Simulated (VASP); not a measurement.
# A VASP study of TiSi2 (r2SCAN): structure first, properties next, part 4 of 5

What structure does TiSi2 take at this level, and what are its properties? The start is a computed cell from the Materials Project.

VASP 6.6.1; r2SCAN; plane waves and PAW (Ti_sv, Si).

Still holding for the runs below: The k-mesh is coarse for a metal.

So far. Step 4 (Band structure (r2SCAN)): There is no gap at this level. Step 5 (Total and projected DOS (r2SCAN)): The finer mesh and the other smearing move the Fermi level by -0.01 eV from the 6×6×6 run, a small shift, which tests the Fermi level alone. Of the states within 0.3 eV of the Fermi level, the largest shares in the PAW spheres are Ti d 57 % and Si p 9 %. The rest lies in smaller channels or between the spheres. The relaxed cell has a, b, c = 3.534, 13.527, 3.559 Å (conventional setting).

### 7. Electric field gradients (r2SCAN)

Field gradients probe how far the charge around each nucleus departs from cubic symmetry; LASPH keeps the non-spherical terms inside the spheres.

Input file INCAR:

```
SYSTEM = TiSi2
PREC = Accurate
ENCUT = 400
EDIFF = 1E-07
NELM = 100
ISMEAR = 0
SIGMA = 0.05
LREAL = .FALSE.
ALGO = Normal
METAGGA = R2SCAN
LASPH = .TRUE.
NBANDS = 26
LORBIT = 11
LWAVE = .FALSE.
LCHARG = .FALSE.
KPAR = 4
LEFG = .TRUE.
```

Input file POSCAR:

```
TiSi2
1.0
    3.5339059832      0.0000000000      0.0000000000
    0.0000000000      0.0000000000      3.5594027318
    1.7669529916     -6.7634078204      0.0000000000
Ti Si
2 4
Direct
    0.1030696015      0.7500000000      0.7938607970
    0.8969303985      0.2500000000      0.2061392030
    0.4414352673      0.7500000000      0.1171294654
    0.5585647327      0.2500000000      0.8828705346
    0.7505898266      0.7500000000      0.4988203469
    0.2494101734      0.2500000000      0.5011796531
```

Input file KPOINTS:

```
Automatic mesh
0
Gamma
6 6 6
0 0 0
```

The projector-augmented-wave data sets are Ti_sv and Si (PBE family, release 64).

Started as:

```sh
$ mpirun -np 4 vasp_std
```

Output:

```text
[... set-up lines as in an earlier step ...]
 entering main loop
       N       E                     dE             d eps       ncg     rms          rms(c)
DAV:   1     0.332650456271E+03    0.33265E+03   -0.17109E+04  2712   0.141E+03
DAV:   2    -0.273049177604E+02   -0.35996E+03   -0.35363E+03  2722   0.433E+02
DAV:   3    -0.720752579188E+02   -0.44770E+02   -0.44119E+02  4898   0.127E+02
DAV:   4    -0.752890051611E+02   -0.32137E+01   -0.31930E+01  3648   0.317E+01
DAV:   5    -0.754877081059E+02   -0.19870E+00   -0.19860E+00  4282   0.688E+00    0.212E+01
DAV:   6    -0.645551277230E+02    0.10933E+02   -0.40461E+01  3862   0.561E+01    0.763E+00
DAV:   7    -0.642609583359E+02    0.29417E+00   -0.67286E+00  3528   0.179E+01    0.571E+00
DAV:   8    -0.642512528437E+02    0.97055E-02   -0.74452E-01  3952   0.593E+00    0.129E+00
DAV:   9    -0.642554622371E+02   -0.42094E-02   -0.56193E-02  3672   0.164E+00    0.366E-01
DAV:  10    -0.642559787992E+02   -0.51656E-03   -0.86149E-03  4244   0.639E-01    0.150E-01
DAV:  11    -0.642563324343E+02   -0.35364E-03   -0.13427E-03  3684   0.273E-01    0.367E-02
DAV:  12    -0.642562966606E+02    0.35774E-04   -0.30566E-04  3666   0.120E-01    0.168E-02
DAV:  13    -0.642563034379E+02   -0.67773E-05   -0.10256E-05  3850   0.253E-02    0.738E-03
DAV:  14    -0.642563038811E+02   -0.44322E-06   -0.15608E-06  3852   0.823E-03    0.253E-03
DAV:  15    -0.642563038448E+02    0.36342E-07   -0.30945E-07  2930   0.392E-03
ion   1
     0.0000000     0.0000000    -0.0000000     0.7013984    -0.0000000     0.9928006
     0.0000422     0.0000000    -0.0000000     0.7013984    -0.0000000     0.9928006
     0.0000581     0.0000000    -0.0000000     0.7013984    -0.0000000     0.9928006
     0.0000800     0.0000000    -0.0000000     0.7013984    -0.0000000     0.9928005
     0.0001102     0.0000000    -0.0000000     0.7013983    -0.0000000     0.9928005

     0.0000000     0.0000000    -0.0000000    -2.6206530    -0.0000000    -3.9396611
     0.0000422     0.0000000    -0.0000000    -2.6206293    -0.0000000    -3.9396228
     0.0000581     0.0000000    -0.0000000    -2.6206163    -0.0000000    -3.9396012
     0.0000800     0.0000000    -0.0000000    -2.6205956    -0.0000000    -3.9395662
     0.0001102     0.0000000    -0.0000000    -2.6205626    -0.0000000    -3.9395099

ion   2
     0.0000000     0.0000000    -0.0000000     0.7013984    -0.0000000     0.9928006
     0.0000422     0.0000000    -0.0000000     0.7013984    -0.0000000     0.9928006
     0.0000581     0.0000000    -0.0000000     0.7013984    -0.0000000     0.9928006
     0.0000800     0.0000000    -0.0000000     0.7013984    -0.0000000     0.9928005
     0.0001102     0.0000000    -0.0000000     0.7013983    -0.0000000     0.9928005

     0.0000000     0.0000000    -0.0000000    -2.6206530    -0.0000000    -3.9396611
     0.0000422     0.0000000    -0.0000000    -2.6206293    -0.0000000    -3.9396228
     0.0000581     0.0000000    -0.0000000    -2.6206163    -0.0000000    -3.9396012
     0.0000800     0.0000000    -0.0000000    -2.6205956    -0.0000000    -3.9395662
     0.0001102     0.0000000    -0.0000000    -2.6205626    -0.0000000    -3.9395099

ion   3
     0.0000000     0.0000000     0.0000000     1.4314123     0.0000000     1.7594882
     0.0000353     0.0000000     0.0000000     1.4314123     0.0000000     1.7594882
     0.0000487     0.0000000     0.0000000     1.4314123     0.0000000     1.7594882
     0.0000670     0.0000000     0.0000000     1.4314123     0.0000000     1.7594882
     0.0000923     0.0000000     0.0000000     1.4314123     0.0000000     1.7594882

     0.0000000     0.0000000     0.0000000    13.0924828     0.0000000    31.0508573
     0.0000353     0.0000000     0.0000000    13.0924613     0.0000000    31.0508027
     0.0000487     0.0000000     0.0000000    13.0924481     0.0000000    31.0507690
     0.0000670     0.0000000     0.0000000    13.0924259     0.0000000    31.0507128
     0.0000923     0.0000000     0.0000000    13.0923894     0.0000000    31.0506198

ion   4
     0.0000000     0.0000000     0.0000000     1.4314123     0.0000000     1.7594882
     0.0000353     0.0000000     0.0000000     1.4314123     0.0000000     1.7594882
     0.0000487     0.0000000     0.0000000     1.4314123     0.0000000     1.7594882
     0.0000670     0.0000000     0.0000000     1.4314123     0.0000000     1.7594882
     0.0000923     0.0000000     0.0000000     1.4314123     0.0000000     1.7594882

     0.0000000     0.0000000     0.0000000    13.0924828     0.0000000    31.0508573
     0.0000353     0.0000000     0.0000000    13.0924613     0.0000000    31.0508027
     0.0000487     0.0000000     0.0000000    13.0924481     0.0000000    31.0507690
     0.0000670     0.0000000     0.0000000    13.0924259     0.0000000    31.0507128
     0.0000923     0.0000000     0.0000000    13.0923894     0.0000000    31.0506198

ion   5
     0.0000000     0.0000000    -0.0000000    -0.1862393    -0.0000000    -0.3413986
     0.0000353     0.0000000    -0.0000000    -0.1862393    -0.0000000    -0.3413986
     0.0000487     0.0000000    -0.0000000    -0.1862393    -0.0000000    -0.3413986
     0.0000670     0.0000000    -0.0000000    -0.1862393    -0.0000000    -0.3413986
     0.0000923     0.0000000    -0.0000000    -0.1862393    -0.0000000    -0.3413986

     0.0000000     0.0000000    -0.0000000    -8.0210079    -0.0000000   -13.6077812
     0.0000353     0.0000000    -0.0000000    -8.0209932    -0.0000000   -13.6077563
     0.0000487     0.0000000    -0.0000000    -8.0209841    -0.0000000   -13.6077410
     0.0000670     0.0000000    -0.0000000    -8.0209690    -0.0000000   -13.6077153
     0.0000923     0.0000000    -0.0000000    -8.0209439    -0.0000000   -13.6076729

ion   6
     0.0000000     0.0000000    -0.0000000    -0.1862393    -0.0000000    -0.3413986
     0.0000353     0.0000000    -0.0000000    -0.1862393    -0.0000000    -0.3413986
     0.0000487     0.0000000    -0.0000000    -0.1862393    -0.0000000    -0.3413986
     0.0000670     0.0000000    -0.0000000    -0.1862393    -0.0000000    -0.3413986
     0.0000923     0.0000000    -0.0000000    -0.1862393    -0.0000000    -0.3413986

     0.0000000     0.0000000    -0.0000000    -8.0210079    -0.0000000   -13.6077812
     0.0000353     0.0000000    -0.0000000    -8.0209932    -0.0000000   -13.6077563
     0.0000487     0.0000000    -0.0000000    -8.0209841    -0.0000000   -13.6077410
     0.0000670     0.0000000    -0.0000000    -8.0209690    -0.0000000   -13.6077153
     0.0000923     0.0000000    -0.0000000    -8.0209439    -0.0000000   -13.6076729

   1 F= -.64256304E+02 E0= -.64255491E+02  d E =-.162545E-02
```

Wall time 25 s (4 MPI ranks of Intel Xeon 6975P-C (Granite Rapids), shared host); peak memory 0.82 GiB; 98 s of CPU time.

Parts of OUTCAR (step 7):

```text
   NELECT =      40.0000    total number of electrons

 E-fermi :  10.6146

 k-point     1 :       0.0000    0.0000    0.0000
  band No.  band energies     occupation
    ...
     15       7.8369      2.00000
     16       7.9300      2.00000
     17       8.3205      2.00000
     18       8.3854      2.00000
     19       8.3964      2.00000
     20      11.0749      0.00000
     21      11.4545      0.00000
     22      11.5287      0.00000
     23      11.5698      0.00000
     24      11.9823      0.00000
    ...

  Total       -0.0169389     -0.0241302      0.0127261      0.0000000      0.0000000      0.0000000
  in kB       -0.3190055     -0.4544375      0.2396664      0.0000000      0.0000000      0.0000000
  external PRESSURE =      -0.1779255 kB  Pullay stress =       0.0000000 kB

 POSITION                                       TOTAL-FORCE (eV/Angst)
 -----------------------------------------------------------------------------------
      1.76695     -5.36920      2.66955         0.000000     -0.003152     -0.000000
      3.53391     -1.39420      0.88985        -0.000000      0.003152      0.000000
      1.76695     -0.79219      2.66955         0.000000     -0.003375     -0.000000
      3.53391     -5.97121      0.88985        -0.000000      0.003375     -0.000000
      3.53391     -3.37373      2.66955        -0.000000      0.006619      0.000000
      1.76695     -3.38968      0.88985         0.000000     -0.006619     -0.000000
 -----------------------------------------------------------------------------------
    total drift:                                0.000000     -0.000000     -0.000000

  FREE ENERGIE OF THE ION-ELECTRON SYSTEM (eV)
  ---------------------------------------------------
  free  energy   TOTEN  =       -64.2563038448 eV

  energy  without entropy=      -64.2546783901  energy(sigma->0) =      -64.25549112

 Electric field gradients after diagonalization (V/A^2)
 (convention: |V_zz| > |V_xx| > |V_yy|)
----------------------------------------------------------------------
 ion       V_xx      V_yy      V_zz     asymmetry (V_yy - V_xx)/ V_zz
----------------------------------------------------------------------
   1       3.161     3.087    -6.248       0.012
   2       3.161     3.087    -6.248       0.012
   3     -26.255   -16.671    42.926       0.223
   4     -26.255   -16.671    42.926       0.223
   5      10.220     9.948   -20.168       0.013
   6      10.220     9.948   -20.168       0.013
----------------------------------------------------------------------

[... 12 parts as in an earlier step ...]

[... 5 further parts left out ...]
```

Numbers from this step:

- SCF cycles: 15
- bands: 26
- irreducible k-points: 52
- free energy (TOTEN): -64.2563 eV
- energy at zero smearing: -64.2555 eV
- Fermi energy: 10.61 eV
- pressure: -0.01779 GPa

Electric field gradients, by row:

```
atom  Vxx (V/Å²)  Vyy (V/Å²)  Vzz (V/Å²)  asymmetry
 Ti1       3.161       3.087      -6.248      0.012
 Ti2       3.161       3.087      -6.248      0.012
 Si3      -26.25      -16.67       42.93      0.223
 Si4      -26.25      -16.67       42.93      0.223
 Si5       10.22       9.948      -20.17      0.013
 Si6       10.22       9.948      -20.17      0.013
```

The largest gradient, 42.93 V/Å², sits on Si3 and like sites; the stable nuclei of Si have no quadrupole moment in their ground state, so NMR and NQR don't see it.

### 8. Band structure (r2SCAN) with a changed input

The mesh alone shows little of the dispersion and can miss band extrema, so KPOINTS_OPT adds a path through the symmetry points after the self-consistent cycle. Some settings are moved from the usual, to see what they do.

Input file INCAR:

```
SYSTEM = TiSi2
PREC = Accurate
ENCUT = 250
EDIFF = 1E-06
NELM = 100
ISMEAR = 0
SIGMA = 0.05
LREAL = .FALSE.
ALGO = Normal
METAGGA = R2SCAN
LASPH = .TRUE.
NBANDS = 32
LORBIT = 11
LWAVE = .FALSE.
LCHARG = .FALSE.
KPAR = 4
```

POSCAR is that of step 7.

KPOINTS is that of step 7.

Input file KPOINTS_OPT:

```
Line mode
16
Line-mode
Reciprocal
  0.00000000   0.00000000   0.00000000 GAMMA
  0.53412627   0.00000000   0.26706314 X

  0.53412627   0.00000000   0.26706314 X
  0.50000000   0.00000000   0.00000000 S

  0.50000000   0.00000000   0.00000000 S
  0.50000000   0.50000000   0.00000000 R

  0.50000000   0.50000000   0.00000000 R
  0.53412627   0.50000000   0.26706314 A

  0.53412627   0.50000000   0.26706314 A
  0.00000000   0.50000000   0.00000000 Z

  0.00000000   0.50000000   0.00000000 Z
  0.00000000   0.00000000   0.00000000 GAMMA

  0.00000000   0.00000000   0.00000000 GAMMA
  0.00000000   0.00000000  -0.50000000 Y

  0.00000000   0.00000000  -0.50000000 Y
  0.46587373   0.00000000  -0.26706314 X1

  0.46587373   0.00000000  -0.26706314 X1
  0.46587373   0.50000000  -0.26706314 A1

  0.46587373   0.50000000  -0.26706314 A1
  0.00000000   0.50000000  -0.50000000 T

  0.00000000   0.50000000  -0.50000000 T
  0.00000000   0.00000000  -0.50000000 Y

  0.00000000   0.50000000   0.00000000 Z
  0.00000000   0.50000000  -0.50000000 T
```

Started as:

```sh
$ mpirun -np 4 vasp_std
```

Output:

```text
[... set-up lines as in an earlier step ...]
 entering main loop
       N       E                     dE             d eps       ncg     rms          rms(c)
DAV:   1     0.254276315949E+03    0.25428E+03   -0.12611E+04  3400   0.843E+02
DAV:   2    -0.405927598104E+02   -0.29487E+03   -0.28391E+03  3528   0.298E+02
DAV:   3    -0.733055237769E+02   -0.32713E+02   -0.32202E+02  5880   0.859E+01
DAV:   4    -0.753566410973E+02   -0.20511E+01   -0.20341E+01  4400   0.193E+01
DAV:   5    -0.754346807460E+02   -0.78040E-01   -0.78031E-01  5040   0.343E+00    0.213E+01
DAV:   6    -0.645179323513E+02    0.10917E+02   -0.27612E+01  4472   0.430E+01    0.769E+00
DAV:   7    -0.642348737797E+02    0.28306E+00   -0.41598E+00  4184   0.143E+01    0.622E+00
DAV:   8    -0.642108169788E+02    0.24057E-01   -0.57082E-01  4800   0.540E+00    0.127E+00
DAV:   9    -0.642072612341E+02    0.35557E-02   -0.52904E-02  4144   0.154E+00    0.377E-01
DAV:  10    -0.642076713892E+02   -0.41016E-03   -0.67581E-03  4480   0.533E-01    0.139E-01
DAV:  11    -0.642078315429E+02   -0.16015E-03   -0.10794E-03  4512   0.246E-01    0.490E-02
DAV:  12    -0.642078044531E+02    0.27090E-04   -0.12481E-04  4344   0.798E-02    0.185E-02
DAV:  13    -0.642078072679E+02   -0.28148E-05   -0.16913E-05  4488   0.294E-02    0.473E-03
DAV:  14    -0.642078070971E+02    0.17071E-06   -0.78398E-07  2472   0.617E-03
   1 F= -.64207807E+02 E0= -.64207001E+02  d E =-.161224E-02
 Start KPOINTS_OPT (optional k-point list driver)
k-point batch [1-52\192]
       N       E                     dE             ncg
DAV:   1    -0.106942316493E+04   -0.40939E+05     3464
DAV:   2    -0.163629352183E+05   -0.15294E+05     3568
DAV:   3    -0.180799666510E+05   -0.17170E+04     5728
DAV:   4    -0.181906885821E+05   -0.11072E+03     4192
DAV:   5    -0.181951992382E+05   -0.45107E+01     4904
DAV:   6    -0.181952253121E+05   -0.26074E-01     4192
DAV:   7    -0.181952258937E+05   -0.58155E-03     4928
DAV:   8    -0.181952258989E+05   -0.52968E-05     3568
DAV:   9    -0.181952258992E+05   -0.24886E-06     2704
[...]
k-point batch [157-192\192]
       N       E                     dE             ncg
DAV:   1     0.158367745679E+05   -0.24970E+05     2360
DAV:   2     0.504655559541E+04   -0.10790E+05     2424
DAV:   3     0.384051508176E+04   -0.12060E+04     3904
DAV:   4     0.375682101561E+04   -0.83694E+02     2992
DAV:   5     0.375300110453E+04   -0.38199E+01     3400
DAV:   6     0.375297734620E+04   -0.23758E-01     3032
DAV:   7     0.375297680336E+04   -0.54284E-03     3416
DAV:   8     0.375297679884E+04   -0.45216E-05     2608
DAV:   9     0.375297679864E+04   -0.19580E-06     1968
```

Elapsed: 53 s, on 4 MPI ranks; peak memory 0.75 GiB; 3.5 min of CPU time.

(Continued in part 5 of 5.)

[Lines on the potential files, build, host, timing and source positions are cut from VASP's logs without a mark.]

[Logs are printed without paths, hosts, clocks, repeated set-up lines and the standing remarks that a program may print on its own settings, such as how far it seeks lower states.]

[Hosts, paths, dates, database ids (printed as entryN), source tags and the programs' standing remarks are cut or masked in the printed files.]

[A measured line is paired with the nearest computed mode of its activity, which favours agreement.]

[In band tables of VASP the shares of atoms and orbitals are scaled to a sum of 1 inside the atoms' spheres.]
